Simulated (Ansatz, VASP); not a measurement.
# Cross-check of AlInH6 between VASP and Ansatz, part 2 of 2

Aim: how closely do two programs agree when they are given the same cell, functional and k mesh? The cell is generated by rule, not measured, and may not be a known phase. The cell is taken from a series of runs on this material, whose earlier steps may have relaxed, scaled, displaced or heated it; both programs get it as it stands.

VASP 6.6.1 and Ansatz 0.2.0.

So far: The structure; Ansatz: relaxation of cell and atoms, PBEsol; VASP: relaxation of cell and atoms, PBEsol.

**3. VASP: relaxation of cell and atoms, PBEsol (continued)**

Level of this step: PBEsol; plane waves and PAW (Al, In_d, H); invented cell (VASP).

Numbers of over 12 decimals in the logs are rounded to 6 here.

Parts of OUTCAR (step 3):

```text
ion  position               nearest neighbor table
   1  0.000  0.000  0.000-   5 1.74   8 1.74   7 1.74   4 1.74   3 1.74   6 1.74   2 3.38   2 3.38
                             2 3.38   2 3.38   2 3.38   2 3.38
   2  0.500  0.500  0.500-   4 1.91   7 1.91   5 1.91   8 1.91   3 1.91   6 1.91   1 3.38   1 3.38
                             1 3.38   1 3.38   1 3.38   1 3.38
   3  0.916  0.611  0.235-   1 1.74   2 1.91
   4  0.235  0.916  0.611-   1 1.74   2 1.91
   5  0.611  0.235  0.916-   1 1.74   2 1.91
   6  0.084  0.389  0.765-   1 1.74   2 1.91
   7  0.765  0.084  0.389-   1 1.74   2 1.91
   8  0.389  0.765  0.084-   1 1.74   2 1.91

  LATTYP: Found a trigonal (rhomboedric) cell.
 ALAT       =     4.9366540603
 COS(alpha) =     0.5642964060

 Subroutine GETGRP returns: Found  6 space group operations
 (whereof  6 operations were pure point group operations)

The static configuration has the point symmetry S_6 .

 Found    125 irreducible k-points:

   k-points           NKPTS =    125   k-points in BZ     NKDIM =    125   number of bands    NBANDS=     19

   dimension x,y,z NGX =    36 NGY =   36 NGZ =   36
   dimension x,y,z NGXF=    72 NGYF=   72 NGZF=   72

   ENCUT  =  500.0 eV  36.75 Ry    6.06 a.u.   9.00  9.00  9.00*2*pi/ulx,y,z

   NELECT =      22.0000    total number of electrons

 k-points in reciprocal lattice and weights: Automatic mesh
   0.00000000  0.00000000  0.00000000       0.001
   0.11111111 -0.00000000 -0.00000000       0.008
   0.22222222  0.00000000  0.00000000       0.008
   0.33333333 -0.00000000 -0.00000000       0.008
   0.44444444  0.00000000  0.00000000       0.008
   0.11111111  0.11111111  0.00000000       0.008
   0.22222222  0.11111111  0.00000000       0.008
  -0.22222222  0.00000000 -0.11111111       0.008
   0.33333333  0.11111111  0.00000000       0.008
[...]
0.44444444  0.44444444  0.44444444       0.003
  -0.44444444  0.44444444  0.44444444       0.008

 average (electrostatic) potential at core
       1 -76.5786       2 -97.7503       3 -32.4188       4 -32.4188       5 -32.4188
       6 -32.4188       7 -32.4188       8 -32.4188

 E-fermi :   2.4007

 k-point     1 :       0.0000    0.0000    0.0000
  band No.  band energies     occupation
    ...
      7      -0.8522      2.00000
      8      -0.0469      2.00000
      9      -0.0469      2.00000
     10       2.1349      2.00000
     11       2.1349      2.00000
     12       2.6665      0.00000
     13       6.8378      0.00000
     14       6.8378      0.00000
     15       7.5898      0.00000
     16       8.3626      0.00000
    ...

 k-point     2 :       0.1111   -0.0000   -0.0000
  band No.  band energies     occupation
    ...
      7      -0.8978      2.00000
      8      -0.4884      2.00000
      9      -0.0682      2.00000
     10       1.8889      2.00000
     11       2.0380      2.00000
     12       3.0495      0.00000
     13       6.6285      0.00000
     14       6.8700      0.00000
     15       7.8202      0.00000
     16       7.9866      0.00000
    ...

 k-point     3 :       0.2222    0.0000    0.0000
  band No.  band energies     occupation
    ...
      7      -1.7969      2.00000
      8      -0.5397      2.00000
      9      -0.0980      2.00000
     10       1.3653      2.00000
     11       1.7236      2.00000
     12       3.7195      0.00000
     13       6.1109      0.00000
     14       6.9418      0.00000
     15       7.6966      0.00000
     16       8.5778      0.00000
    ...

  Total       -0.0014871     -0.0014871      0.0199190      0.0000000     -0.0000000     -0.0000000
  in kB       -0.0314003     -0.0314003      0.4205925      0.0000001     -0.0000002     -0.0000000
  external PRESSURE =       0.1192640 kB  Pullay stress =       0.0000000 kB

  energy-cutoff  :      500.00
  volume of cell :       75.88
      direct lattice vectors                 reciprocal lattice vectors
     2.296303280  1.325770208  4.154007228     0.217741271  0.125712924  0.080243855
    -2.296303300  1.325770174  4.154007228    -0.217741273  0.125712921  0.080243855
     0.000000020 -2.651544385  4.154005235     0.000000002 -0.251425966  0.080243734

 POSITION                                       TOTAL-FORCE (eV/Angst)
 -----------------------------------------------------------------------------------
     -0.00000      0.00000      0.00000        -0.000000     -0.000000     -0.000000
     -0.00000     -0.00000      6.23101        -0.000000     -0.000000     -0.000000
      0.71278      1.40159      7.32149         0.000085     -0.000592     -0.001496
     -1.57020     -0.08351      7.32149         0.000471      0.000370     -0.001496
      0.85742     -1.31808      7.32149        -0.000556      0.000223     -0.001496
     -0.71278     -1.40159      5.14053        -0.000085      0.000592      0.001496
      1.57020      0.08351      5.14053        -0.000471     -0.000370      0.001496
     -0.85742      1.31808      5.14053         0.000556     -0.000223      0.001496
 -----------------------------------------------------------------------------------
    total drift:                                0.000000     -0.000000      0.000000

  FREE ENERGIE OF THE ION-ELECTRON SYSTEM (eV)
  ---------------------------------------------------
  free  energy   TOTEN  =       -25.4463444331 eV

  energy  without entropy=      -25.4463444331  energy(sigma->0) =      -25.44634443

 reached required accuracy - stopping structural energy minimisation

 total charge
# of ion       s       p       d       tot
------------------------------------------
    1        0.363   0.386   0.000   0.749
    2        0.754   0.734   9.957  11.446
    3        0.549   0.007   0.000   0.556
    4        0.549   0.007   0.000   0.556
    5        0.549   0.007   0.000   0.556
    6        0.549   0.007   0.000   0.556
    7        0.549   0.007   0.000   0.556
    8        0.549   0.007   0.000   0.556
--------------------------------------------------
tot          4.410   1.161   9.957  15.528

[... 3 further parts left out ...]
```

The run keeps the 6 symmetry operations of its start, so it cannot find a distortion of lower symmetry.

**4. Comparison**

Known differences besides the potentials themselves: fixed occupations in Ansatz, narrow Gaussian smearing in VASP; the cutoff is 420 eV in Ansatz and 500 eV in VASP; Ansatz makes its cores anew for this functional, VASP keeps those of its PBE data sets; Ansatz adds a Pulay correction to the stress that steers its cell, VASP none. Total energies have different zeros and are not compared.

Compared:

```csv
quantity,Ansatz,VASP,difference
volume (Å³),76.41,75.88,+0.71 %
"edge a after relaxation, in the typed setting (Å)",4.937,4.928,+0.18 %
```

**5. Outcome**

```yaml
difference_in_volume_relaxation_of_cell_and_atoms_pbesol: 0.71 %
```

**Reading.** The difference in volume is 0.71 % (relaxation of cell and atoms, PBEsol), within the 1.2 % picked in this series as the mark of a large difference, as far as the stopping tolerances let one tell. 2 further runs of this series are not shown here. How closely two codes agree says nothing of how well the functional describes the real material.

[Lines on the potential files, build, host, timing and source positions are cut from VASP's logs without a mark.]

[Logs are printed without paths, hosts, clocks, repeated set-up lines and the standing remarks that a program may print on its own settings, such as how far it seeks lower states.]

[Hosts, paths, dates, database ids (printed as entryN), source tags and the programs' standing remarks are cut or masked in the printed files.]
